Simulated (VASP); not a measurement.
Level of theory: r2SCAN meta-GGA, VASP's PBE PAW potentials (set 64) (plane waves; VASP).

VASP ran on this input.

### INCAR
```
! general
SYSTEM   =  ScSi
PREC     =  Accurate
ENCUT    =  400
LREAL    =  F
LASPH    =  T

! electronic loop
EDIFF    =  1E-6
NELM     =  100
ALGO     =  Normal
LMAXMIX  =  4
LMIXTAU  =  T

! smearing
ISMEAR   =  1
SIGMA    =  0.1

! functional
METAGGA  =  R2SCAN

! ions
IBRION   =  2
NSW      =  60
ISIF     =  3
EDIFFG   =  -0.01

! output
LWAVE    =  F
LCHARG   =  F
```

### KPOINTS
```
kpoints
0
gamma
9 9 9
0 0 0
```

**POSCAR**
```
ScSi
1
    0.0000000000     3.0348000000     3.0348000000
    3.0348000000     0.0000000000     3.0348000000
    3.0348000000     3.0348000000     0.0000000000
Sc Si
1 1
Direct
  0.0000000000   0.0000000000   0.0000000000
  0.5000000000   0.5000000000   0.5000000000
```

POTCAR, in this order: Sc_sv Si (PBE.64 set). Program: vasp_std.

The run wrote:

### OUTCAR
```
 ion  position               nearest neighbor table
   1  0.000  0.000  0.000-   2 3.03   2 3.03   2 3.03   2 3.03   2 3.03   2 3.03
   2  0.500  0.500  0.500-   1 3.03   1 3.03   1 3.03   1 3.03   1 3.03   1 3.03
  LATTYP: Found a face centered cubic cell.
 ALAT       =     6.0696000000
 Subroutine PRICEL returns:
 Original cell was already a primitive cell.
 Subroutine GETGRP returns: Found 48 space group operations
The static configuration has the point symmetry O_h .
The dynamic configuration has the point symmetry O_h .
 Subroutine INISYM returns: Found 48 space group operations
 Subroutine IBZKPT returns following result:
 Found     35 irreducible k-points:

 Following reciprocal coordinates:
            Coordinates               Weight
  0.000000  0.000000  0.000000      1.000000
  0.111111  0.000000  0.000000      8.000000
  0.222222  0.000000  0.000000      8.000000
  0.333333  0.000000  0.000000      8.000000
  0.444444  0.000000  0.000000      8.000000
  0.111111  0.111111  0.000000      6.000000
  0.222222  0.111111  0.000000     24.000000
  0.333333  0.111111  0.000000     24.000000
  0.444444  0.111111  0.000000     24.000000
 -0.444444  0.111111  0.000000     24.000000
 -0.333333  0.111111  0.000000     24.000000
 -0.222222  0.111111  0.000000     24.000000
 -0.111111  0.111111  0.000000     12.000000
  0.222222  0.222222  0.000000      6.000000
  0.333333  0.222222  0.000000     24.000000
  0.444444  0.222222  0.000000     24.000000
 -0.444444  0.222222  0.000000     24.000000
 -0.333333  0.222222  0.000000     24.000000
 -0.222222  0.222222  0.000000     12.000000
  0.333333  0.333333  0.000000      6.000000
  0.444444  0.333333  0.000000     24.000000
 -0.444444  0.333333  0.000000     24.000000
 -0.333333  0.333333  0.000000     12.000000
  0.444444  0.444444  0.000000      6.000000
...
```

**OSZICAR**
```
...
DAV:  10    -0.208984377213E+02    0.42236E-04   -0.12162E-04  1313   0.986E-02    0.294E-02
DAV:  11    -0.208984739025E+02   -0.36181E-04   -0.11592E-04  1196   0.156E-01    0.896E-03
DAV:  12    -0.208984646863E+02    0.92162E-05   -0.82670E-06  1285   0.426E-02    0.618E-03
DAV:  13    -0.208984694447E+02   -0.47584E-05   -0.77083E-07   513   0.166E-02    0.412E-03
DAV:  14    -0.208984694906E+02   -0.45923E-07   -0.35882E-07   460   0.118E-02
   2 F= -.20898469E+02 E0= -.20898584E+02  d E =-.772884E+00
       N       E                     dE             d eps       ncg     rms          rms(c)
DAV:   1    -0.211538260659E+02   -0.25536E+00   -0.71893E+00   891   0.476E+01    0.373E+00
DAV:   2    -0.209283519712E+02    0.22547E+00   -0.74651E-01  1150   0.161E+01    0.855E-01
DAV:   3    -0.209258808788E+02    0.24711E-02   -0.33746E-02  1403   0.237E+00    0.395E-01
DAV:   4    -0.209154890651E+02    0.10392E-01   -0.41230E-02   913   0.157E+00    0.215E-01
DAV:   5    -0.209216848915E+02   -0.61958E-02   -0.70391E-03  1050   0.964E-01    0.128E-01
DAV:   6    -0.209213870911E+02    0.29780E-03   -0.11579E-03  1346   0.383E-01    0.858E-02
DAV:   7    -0.209215885912E+02   -0.20150E-03   -0.62164E-04  1044   0.302E-01    0.129E-02
DAV:   8    -0.209216602753E+02   -0.71684E-04   -0.10097E-04   903   0.125E-01    0.122E-02
DAV:   9    -0.209216629682E+02   -0.26929E-05   -0.17716E-05  1302   0.574E-02    0.482E-03
DAV:  10    -0.209216592507E+02    0.37175E-05   -0.73219E-06   948   0.345E-02    0.289E-03
DAV:  11    -0.209216628502E+02   -0.35995E-05   -0.10463E-06   544   0.159E-02    0.115E-03
DAV:  12    -0.209216625373E+02    0.31282E-06   -0.12237E-07   403   0.740E-03
   3 F= -.20921663E+02 E0= -.20921362E+02  d E =-.796077E+00
       N       E                     dE             d eps       ncg     rms          rms(c)
DAV:   1    -0.209260496617E+02   -0.43868E-02   -0.14295E-01   878   0.668E+00    0.519E-01
DAV:   2    -0.209216439632E+02    0.44057E-02   -0.12865E-02  1142   0.210E+00    0.130E-01
DAV:   3    -0.209215412970E+02    0.10267E-03   -0.99312E-04  1441   0.429E-01    0.564E-02
DAV:   4    -0.209213263933E+02    0.21490E-03   -0.90480E-04  1166   0.226E-01    0.297E-02
DAV:   5    -0.209214467222E+02   -0.12033E-03   -0.18021E-04  1191   0.136E-01    0.164E-02
DAV:   6    -0.209214290425E+02    0.17680E-04   -0.28042E-05  1295   0.660E-02    0.983E-03
DAV:   7    -0.209214394384E+02   -0.10396E-04   -0.89639E-06   917   0.348E-02    0.388E-03
DAV:   8    -0.209214391632E+02    0.27520E-06   -0.52245E-07   423   0.143E-02
   4 F= -.20921439E+02 E0= -.20921045E+02  d E =-.795854E+00
       N       E                     dE             d eps       ncg     rms          rms(c)
DAV:   1    -0.209214579712E+02   -0.18533E-04   -0.79884E-05   831   0.159E-01    0.125E-02
DAV:   2    -0.209214547577E+02    0.32135E-05   -0.88635E-06  1153   0.547E-02    0.312E-03
DAV:   3    -0.209214546957E+02    0.61934E-07   -0.31559E-07   397   0.997E-03
   5 F= -.20921455E+02 E0= -.20921064E+02  d E =-.155325E-04
       N       E                     dE             d eps       ncg     rms          rms(c)
DAV:   1    -0.209215216462E+02   -0.66889E-04   -0.72397E-04   872   0.479E-01    0.372E-02
DAV:   2    -0.209214975849E+02    0.24061E-04   -0.63898E-05  1142   0.148E-01    0.935E-03
DAV:   3    -0.209214969061E+02    0.67879E-06   -0.51243E-06  1292   0.319E-02
   6 F= -.20921497E+02 E0= -.20921114E+02  d E =-.577429E-04
       N       E                     dE             d eps       ncg     rms          rms(c)
DAV:   1    -0.209214986264E+02   -0.10415E-05   -0.45358E-06  1151   0.169E-02    0.233E-03
DAV:   2    -0.209214978943E+02    0.73213E-06   -0.98722E-07   426   0.131E-02
   7 F= -.20921498E+02 E0= -.20921113E+02  d E =-.988174E-06
       N       E                     dE             d eps       ncg     rms          rms(c)
DAV:   1    -0.209215004501E+02   -0.18237E-05   -0.12174E-06   401   0.228E-02    0.174E-03
DAV:   2    -0.209215001009E+02    0.34921E-06   -0.27129E-07   385   0.761E-03
   8 F= -.20921500E+02 E0= -.20921116E+02  d E =-.319475E-05
       N       E                     dE             d eps       ncg     rms          rms(c)
DAV:   1    -0.209215037262E+02   -0.32761E-05   -0.49304E-06   773   0.420E-02    0.329E-03
DAV:   2    -0.209215034052E+02    0.32104E-06   -0.29508E-07   385   0.112E-02
   9 F= -.20921503E+02 E0= -.20921120E+02  d E =-.649902E-05
       N       E                     dE             d eps       ncg     rms          rms(c)
DAV:   1    -0.209215103918E+02   -0.66656E-05   -0.16667E-05   770   0.742E-02    0.601E-03
DAV:   2    -0.209215095980E+02    0.79388E-06   -0.12419E-06   528   0.230E-02
  10 F= -.20921510E+02 E0= -.20921127E+02  d E =-.126918E-04
       N       E                     dE             d eps       ncg     rms          rms(c)
DAV:   1    -0.209215243807E+02   -0.13989E-04   -0.67113E-05   816   0.148E-01    0.118E-02
DAV:   2    -0.209215217880E+02    0.25928E-05   -0.63798E-06  1096   0.465E-02    0.329E-03
DAV:   3    -0.209215219361E+02   -0.14816E-06   -0.32953E-07   385   0.987E-03
  11 F= -.20921522E+02 E0= -.20921142E+02  d E =-.250300E-04
       N       E                     dE             d eps       ncg     rms          rms(c)
DAV:   1    -0.209215550121E+02   -0.33224E-04   -0.29589E-04   872   0.308E-01    0.240E-02
DAV:   2    -0.209215454442E+02    0.95678E-05   -0.26622E-05  1142   0.947E-02    0.593E-03
DAV:   3    -0.209215446188E+02    0.82542E-06   -0.13596E-06   682   0.207E-02
  12 F= -.20921545E+02 E0= -.20921170E+02  d E =-.477127E-04
       N       E                     dE             d eps       ncg     rms          rms(c)
DAV:   1    -0.209216268466E+02   -0.81402E-04   -0.11928E-03   886   0.617E-01    0.481E-02
DAV:   2    -0.209215864903E+02    0.40356E-04   -0.10618E-04  1142   0.190E-01    0.119E-02
DAV:   3    -0.209215862433E+02    0.24700E-06   -0.80043E-06  1392   0.400E-02
  13 F= -.20921586E+02 E0= -.20921221E+02  d E =-.893371E-04
       N       E                     dE             d eps       ncg     rms          rms(c)
DAV:   1    -0.209218102228E+02   -0.22373E-03   -0.48733E-03   902   0.124E+00    0.967E-02
DAV:   2    -0.209216521110E+02    0.15811E-03   -0.45556E-04  1142   0.390E-01    0.241E-02
DAV:   3    -0.209216462707E+02    0.58403E-05   -0.37068E-05  1407   0.859E-02    0.107E-02
DAV:   4    -0.209216502404E+02   -0.39697E-05   -0.29622E-05  1253   0.374E-02    0.565E-03
DAV:   5    -0.209216477001E+02    0.25404E-05   -0.45502E-06  1196   0.208E-02    0.304E-03
DAV:   6    -0.209216502826E+02   -0.25826E-05   -0.67219E-07   385   0.133E-02    0.232E-03
DAV:   7    -0.209216490950E+02    0.11876E-05   -0.25290E-07   385   0.840E-03    0.901E-04
DAV:   8    -0.209216488204E+02    0.27466E-06   -0.16715E-07   385   0.454E-03
  14 F= -.20921649E+02 E0= -.20921299E+02  d E =-.151914E-03
       N       E                     dE             d eps       ncg     rms          rms(c)
DAV:   1    -0.209223064956E+02   -0.65740E-03   -0.19467E-02   878   0.247E+00    0.192E-01
DAV:   2    -0.209217042676E+02    0.60223E-03   -0.16833E-03  1142   0.763E-01    0.490E-02
DAV:   3    -0.209216855130E+02    0.18755E-04   -0.14491E-04  1416   0.167E-01    0.208E-02
DAV:   4    -0.209216732405E+02    0.12273E-04   -0.11670E-04  1186   0.815E-02    0.107E-02
DAV:   5    -0.209216822849E+02   -0.90444E-05   -0.22016E-05  1216   0.487E-02    0.597E-03
DAV:   6    -0.209216840997E+02   -0.18148E-05   -0.36691E-06   980   0.244E-02    0.369E-03
DAV:   7    -0.209216850876E+02   -0.98797E-06   -0.12212E-06   506   0.122E-02
  15 F= -.20921685E+02 E0= -.20921370E+02  d E =-.188181E-03
```

**OUTCAR**
```
------------------------ aborting loop because EDIFF is reached ----------------------------------------
  FORCE on cell =-STRESS in cart. coord.  units (eV):
  Direction    XX          YY          ZZ          XY          YZ          ZX
  --------------------------------------------------------------------------------------
  Total        0.0122308      0.0122308      0.0122308      0.0000000      0.0000000      0.0000000
  in kB        0.4781593      0.4781593      0.4781593      0.0000000      0.0000000      0.0000000
  external PRESSURE =       0.4781593 kB  Pullay stress =       0.0000000 kB
  volume of cell :       40.98
      direct lattice vectors                 reciprocal lattice vectors
    -0.000000000  2.736453897  2.736453897    -0.182718225  0.182718225  0.182718225
     2.736453897  0.000000000  2.736453897     0.182718225 -0.182718225  0.182718225
     2.736453897  2.736453897  0.000000000     0.182718225  0.182718225 -0.182718225
 POSITION                                       TOTAL-FORCE (eV/Angst)
 -----------------------------------------------------------------------------------
      2.73645      2.73645      0.00000        -0.000000     -0.000000     -0.000000
      2.73645      2.73645      2.73645         0.000000      0.000000      0.000000
 -----------------------------------------------------------------------------------
    total drift:                                0.000000      0.000000      0.000000
  FREE ENERGIE OF THE ION-ELECTRON SYSTEM (eV)
  ---------------------------------------------------
  free  energy   TOTEN  =       -20.9216850876 eV

  energy  without entropy=      -20.9207408800  energy(sigma->0) =      -20.92137035

 reached required accuracy - stopping structural energy minimisation
```
(Selected blocks of OUTCAR.)

**CONTCAR**
```
ScSi
   1.00000000000000
    -0.0000000000000000    2.7364538968423218    2.7364538968423218
     2.7364538968423218    0.0000000000000000    2.7364538968423218
     2.7364538968423218    2.7364538968423218    0.0000000000000000
  Sc              Si
     1     1
Direct
     0.0000000000000000    0.0000000000000000    1.0000000000000000
     0.5000000000000000    0.5000000000000000    0.5000000000000000
```

Energy and stress use the plane-wave basis of the starting cell.

The structure was generated: ScSi was put into the rock salt type (Fm-3m), which need not be its known phase. This run relaxes it. Symmetry was kept, so distortions that lower it aren't found. The electron count is odd and the run is not spin-polarised, which forces a metal.
